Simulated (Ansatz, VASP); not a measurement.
# Cl in two plane-wave programs, part 2 of 2

Wanted: the spread between two codes on one cell, functional and k mesh. The cell is taken from a series of runs on this material, whose earlier steps may have relaxed, scaled, displaced or heated it; both programs get it as it stands.

VASP 6.6.1 and Ansatz 0.2.0.

So far: Starting point; VASP: dielectric response, PBE.

## (3) Ansatz: dielectric response, PBE

Level of this step: Ansatz beside VASP: Kohn-Sham DFT, plane waves, PBE (Ansatz).

Ansatz runs on its default PAW (the set named soft_2) files.

The same cell, functional and mesh now go to Ansatz, which takes its cutoff from its data sets.

The input, input.yaml:

```yaml
crystal:
  lattice:
    - [3.145, -2.25, 0.0]
    - [3.145, 2.25, 0.0]
    - [0.0, 0.0, 8.21]
  atoms:
    - { symbol: Cl, position: [0.87, 0.13, 0.1] }
    - { symbol: Cl, position: [0.63, 0.37, 0.6] }
    - { symbol: Cl, position: [0.13, 0.87, 0.9] }
    - { symbol: Cl, position: [0.37, 0.63, 0.4] }
kpoints:
  mp_grid: { grid: [6, 6, 4] }
hamiltonian:
  xc: pbe
scf:
  occupations: { method: fixed }
dielectric: {}
```

The run is started by

```sh
$ ansatz run input.yaml --threads 4 --pin off --max-ram 7372MiB --backend cpu --events-out ev --progress --plain --runs-dir out
```

Numbers of over 12 decimals in the logs are rounded to 6 here.

The program printed:

```text
Engine: ansatz 0.2.0, x86_64-unknown-linux-gnu
Pseudopotentials: kind: paw
Pseudopotential: Cl, paw, valence charge 7, recommended cutoff 420 eV (normal), Cl.paw.azcp
Functional definition: PBE
  parameter kappa = 0.804
  parameter beta = 0.066725
  exchange = pbe_x(kappa = kappa, mu = beta*pi^2/3)
  correlation = pbe_c(beta = beta)
Crystal: 4 atoms, lattice volume = 116.192 Å³
Basis set: ecut = 420 eV, 2299 PW (Γ), exchange–correlation on 60×60×120 points (8 copies of the dense FFT grid, shifted against one another)
Bands: 18, of which v1, the nominal top of the filled ones, is band 14 counted from 1 (13 counted from 0)
Symmetry: 8 space group operations
k-points: 76 of 144 (irreducible under 1 space group operation, time reversal used)
Non-local potential: Cl, projectors of the file, l = 0: 2, l = 1: 2, l = 2: 2
PAW form: soft (Blöchl's): semilocal exchange-correlation on the pseudo side does not see the compensation charge
PAW one-centre angular grid: Cl, 110 points (default); XC on 64 Gauss nodes
Initial density: superposition of atomic densities (neutral atoms: chi_scale 0, normalization atom), corrected by the library's trained network
Initial wavefunctions: pseudopotential atomic-orbital guess
Functional: x = pbe(κ = 0.804, μ = 0.219515), c = pbe(β = 0.066725)
SCF iter   1: F=—  HF=-4317.903493 eV  |F-HF|=—  |Δ(HF+E_count)|=         —  Δρ=1.55e-3  dr2=1.28e-3  ethr=1.77e-3  ⟨swp⟩=4.6  Hψ=6439  notcnv=0  defer=152
preconditioner: auto → Resta (q_TF=auto, 2.152 Å⁻¹)  ε∞=3.6  [insulator: Δε(μ)=2.477 eV  Ē_g=11.368 eV  n_scr=22 (ndim 8)  ℏωp=18.2 eV  f_vac=0.021  ε∞_Penn≈3.6]
SCF iter   2: F=—  HF=-4317.903853 eV  |F-HF|=—  |Δ(HF+E_count)|=   3.59e-4  Δρ=8.66e-4  dr2=4.41e-4  ethr=4.56e-6  ⟨swp⟩=2.1  Hψ=3117  notcnv=0  defer=152
SCF iter   3: F=—  HF=-4317.903798 eV  |F-HF|=—  |Δ(HF+E_count)|=   5.41e-5  Δρ=2.28e-4  dr2=6.98e-5  ethr=1.58e-6  ⟨swp⟩=2.0  Hψ=2584  notcnv=0  defer=152
SCF iter   4: F=—  HF=-4317.903790 eV  |F-HF|=—  |Δ(HF+E_count)|=   8.81e-6  Δρ=9.16e-5  dr2=9.35e-6  ethr=2.49e-7  ⟨swp⟩=2.0  Hψ=2128  notcnv=0  defer=143
SCF iter   5: F=—  HF=-4317.903789 eV  |F-HF|=—  |Δ(HF+E_count)|=   2.21e-7  Δρ=1.64e-5  dr2=4.21e-7  ethr=3.34e-8  ⟨swp⟩=2.1  Hψ=2234  notcnv=0  defer=46
SCF iter   6: F=—  HF=-4317.903787 eV  |F-HF|=—  |Δ(HF+E_count)|=   2.58e-6  Δρ=6.51e-6  dr2=5.88e-8  ethr=1.50e-9  ⟨swp⟩=3.0  Hψ=2627  notcnv=0  defer=2
SCF iter   7: F=—  HF=-4317.903787 eV  |F-HF|=—  |Δ(HF+E_count)|=   8.28e-9  Δρ=1.77e-6  dr2=4.32e-9  ethr=2.10e-10  ⟨swp⟩=3.0  Hψ=2741  notcnv=0  defer=2
SCF iter   8: F=-4317.903787 eV  HF=-4317.903787 eV  |F-HF|=9.09e-12  |Δ(HF+E_count)|=   1.21e-9  Δρ=8.35e-8  dr2=7.29e-12  ethr=1.00e-12  ⟨swp⟩=3.9  Hψ=6069  notcnv=0
SCF 1 converged in 8 iterations: F = -4317.903787 eV  dr2 = 7.29e-12
  greatest PAW one-centre occupation: 0.913 electrons in one spin orbital (limit 2), on the Cl atom at site 3 (counted from 0), in its partial waves of l = 0
NSCF: frozen V_eff on 2 k-points
DFPT response loops at Γ: preconditioner auto → Resta (q_TF=auto, 2.152 Å⁻¹)  ε∞=4.9 (no band partly filled); β = 1.00, the filter's whole step (`scf.mixing.beta` (0.50) is not read by the response loops at its default; to damp them type it under 1.00, their step now; it binds the ground state too); Broyden in place of MSR1
── the response to a field inside a basis, on 6×6×4 k-points: an SCF that follows is theirs, and a resumed run solves both again ──
Bands: 15, of which v1, the nominal top of the filled ones, is band 14 counted from 1 (13 counted from 0)
k-points: 24 of 144
Initial density: handed on by an earlier stage of this run
Initial wavefunctions: pseudopotential atomic-orbital guess (no wavefunctions were taken with the density)
Eigensolver: Dense (24 Hₖ)
SCF iter   1: F=—  HF=-4317.900007 eV  |F-HF|=—  |Δ(HF+E_count)|=         —  Δρ=7.51e-5  dr2=1.12e-6  ethr=1.00e-1
preconditioner: auto → Resta (q_TF=auto, 2.152 Å⁻¹)  ε∞=5.7  [insulator: Δε(μ)=2.519 eV  Ē_g=8.398 eV  n_scr=22 (ndim 8)  ℏωp=18.2 eV  f_vac=0.019  ε∞_Penn≈5.7]
SCF iter   2: F=—  HF=-4317.900008 eV  |F-HF|=—  |Δ(HF+E_count)|=   1.67e-6  Δρ=4.01e-5  dr2=3.35e-7  ethr=4.00e-9
SCF iter   3: F=-4317.900009 eV  HF=-4317.900009 eV  |F-HF|=2.89e-9  |Δ(HF+E_count)|=   7.54e-7  Δρ=1.58e-6  dr2=2.34e-9  ethr=1.20e-9
SCF 1 converged in 3 iterations: F = -4317.900009 eV  dr2 = 2.34e-9
  greatest PAW one-centre occupation: 0.914 electrons in one spin orbital (limit 2), on the Cl atom at site 3 (counted from 0), in its partial waves of l = 0
DFPT response loops at Γ: mixed as the last ones told, above
SCF converged after 8 iterations
Free energy (F): -4317.903787 eV
Harris-Foulkes:  -4317.903787 eV  (|F-HF|=9.09e-12)
Internal energy: -4317.903787 eV  (E = F + TS)
E sigma→0 (E₀):  -4317.903787 eV
Fermi energy:    0.422410 eV
--- Per-component energies (eV) ---
  E_band       = -148.680380
  E_kinetic    = 638.661265
  E_local      = -1123.509188  (includes V_loc(G=0)·N_el)
  E_nonlocal   = 114.660771
  E_hartree    = 345.166998
  E_xc         = -424.510315
  E_vxc        = -482.619549  (∫ρ·V_xc dr)
  E_paw        = -2635.874290  (= ΣΔE_a)
  E_vpaw       = 13.791978  (= ΣTr[D̂ρ^β])
  E_aug_tail   = 0.000367  (compensation charges beyond the density's cutoff)
  E_ewald      = -1232.499395
  E_smearing   = -0.000000  (= −TS)
  E_closure    = 0.000000  (closes the sum)
  Σ components = -4317.903787   (vs F -4317.903787, Δ=0.00e0)
--- Band table (eV; the first three rows and the last of 76) ---
  k-point 0: bands = [... 10 lower, -0.2755, 0.0217, 0.2761, 0.3662, 2.9137, 3.4805, 7.3534, 7.9557]
  k-point 1: bands = [... 10 lower, -0.2799, -0.0641, 0.2891, 0.3528, 2.9558, 3.3533, 7.5461, 8.0102]
  k-point 2: bands = [... 10 lower, -0.2190, -0.2190, 0.3208, 0.3208, 3.1139, 3.1139, 7.8974, 7.8974]
  k-point 75: bands = [... 10 lower, -0.2764, -0.2764, -0.0337, -0.0337, 3.0216, 3.0216, 9.3664, 9.3664]
--- Dielectric response (ions clamped): 3 representative field directions + reference, inside a basis on a mesh of 144 k-points (Σ response iterations 15) ---
  ε∞ (high-frequency dielectric tensor):
        2.255833     0.000000     0.000000
        0.000000     3.015298     0.000000
        0.000000     0.000000     4.164633
  Born effective charges Z* (e; rows j = field, columns β = displacement):
    site 0:
         0.00000    0.00000    0.00000
         0.00000    0.00000    0.26762
        -0.00000    0.41361    0.00000
    site 1:
         0.00000    0.00000    0.00000
         0.00000    0.00000   -0.26762
         0.00000   -0.41361    0.00000
    site 2:
         0.00000    0.00000   -0.00000
         0.00000    0.00000    0.26762
        -0.00000    0.41361    0.00000
    site 3:
         0.00000    0.00000   -0.00000
         0.00000    0.00000   -0.26762
         0.00000   -0.41361    0.00000
  Z* charge neutrality: 1.327e-3 e pre-enforcement
  solved inside a basis spanned on kpoints, on 6×6×4 k-points, its susceptibility summed on 10×10×4: ε∞ is read to err by 1.0e-2, Z* by 7.9e-3 e (field_mesh: kpoints solves on kpoints); Z* is corrected for what the basis lacks
```

Reading the cycles: dr2 is the Hartree energy of the density residual (eV), the measure of convergence; HF is the Harris–Foulkes estimate of the energy, which meets the free energy F at convergence.

## (4) Comparison

Known differences besides the potentials themselves: fixed occupations in Ansatz, narrow Gaussian smearing in VASP; VASP's response is taken on the typed mesh, Ansatz refines its own for the field response alone; the cutoff is 420 eV in Ansatz and 400 eV in VASP. Total energies have different zeros and are not compared.

Both answers:

```csv
quantity,Ansatz,VASP,difference
ε∞ xx,2.26,2.26,-0.03 %
ε∞ yy,3.02,2.99,+0.68 %
ε∞ zz,4.16,4.10,+1.47 %
```

## (5) Results

```json
{"difference in ε∞ zz (dielectric response, PBE)": "1.5 %"}
```

**Reading.** The difference in ε∞ zz is 1.5 % (dielectric response, PBE), within the 5 % picked in this series as the mark of a large difference. How closely two codes agree says nothing of how well the functional describes the real material.

[Lines on the potential files, build, host, timing and source positions are cut from VASP's logs without a mark.]

[Logs are printed without paths, hosts, clocks, repeated set-up lines and the standing remarks that a program may print on its own settings, such as how far it seeks lower states.]

[Hosts, paths, dates, database ids (printed as entryN), source tags and the programs' standing remarks are cut or masked in the printed files.]
